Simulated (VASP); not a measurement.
Write the native input for VASP 6.6.1 that does the following.

```yaml
Task: single point
Functional: PBE
Potentials_or_basis: VASP PAW PBE potentials, release 64 (In_d, Sb)
Cutoff: 520 eV
k_mesh: 4 × 4 × 4
Occupations: gaussian, width 0.1 eV
Spin: no spin polarisation
Dipole_correction: no
Further_INCAR_settings: ALGO = Fast; EDIFF = 1e-07; NBANDS = 32
```

The structure of InSb2 lies in POSCAR:

```
InSb2
1.0
    3.1799062526     -6.1678231758      0.0000000000
    3.1799062526      6.1678231758      0.0000000000
    0.0000000000      0.0000000000      5.3224647730
In Sb
2 4
Direct
    0.9359052066      0.0640947934      0.3390552427
    0.0640947934      0.9359052066      0.8390552427
    0.9562491507      0.5803095141      0.3388605478
    0.4196904859      0.0437508493      0.3388605478
    0.0437508493      0.4196904859      0.8388605478
    0.5803095141      0.9562491507      0.8388605478
```

The cell was built by a generator and needn't be a form met in nature.

The cell isn't the ideal one: random cell with space group Cmc2_1 (No. 36).

These files were run (other wordings do the same):

INCAR

```
ALGO = Fast
EDIFF = 1E-7
ENCUT = 520
GGA = PE
ISIF = 2
ISMEAR = 0
LASPH = True
LCHARG = False
LREAL = False
LWAVE = False
NBANDS = 32
NELM = 100
PREC = Accurate
SIGMA = 0.1
```

KPOINTS

```
k-points
0
Gamma
  4 4 4
```

Potentials or basis: VASP PAW PBE potentials, release 64 (In_d, Sb).

Launch:

```sh
$ cat potpaw_PBE.64/In_d/POTCAR potpaw_PBE.64/Sb/POTCAR > POTCAR
$ mpirun -np 1 vasp_std > vasp.out
```

Results of the run:

```
Pressure               : -0.1 GPa
Largest force          : 0.009 eV/Å
Band gap on the k mesh : none (metal or under the smearing width)
```

It took 2.8 min on 1 thread of Intel(R) Xeon(R) Platinum 8488C (Sapphire Rapids), on a shared host, peak memory 0.4 GiB.
